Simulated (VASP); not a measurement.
Data:

```yaml
crystal:
  lattice:
    - [0.00000, 2.04487, 2.04487]
    - [2.04487, 0.00000, 2.04487]
    - [2.04487, 2.04487, 0.00000]
  atoms:
    - { symbol: V, position: [0.00000, 0.00000, 0.00000] }
    - { symbol: N, position: [0.50000, 0.50000, 0.50000] }
```

All values below come from PBE GGA with D3 dispersion (zero damping), VASP's PBE PAW potentials (set 64) (plane waves; VASP 6.6.1). Settings: 520 eV cut-off, 17×17×17 Γ-centred mesh, tetrahedra with Blöchl corrections, potentials V_sv N.

### Question
Estimate the energy per atom (σ→0), band gap (on the k-mesh) with the smallest direct gap where there is one.

### Answer

band gap (on the k-mesh): none (metal, semimetal or under 0.01 eV)
energy per atom (σ→0): -9.990 eV/atom

The compound is VN in the rock salt structure, which distorts at low temperature. It was relaxed first. The run is not spin-polarised, so no magnetic state was tried. VASP warned that the highest band is occupied, so more bands are needed.
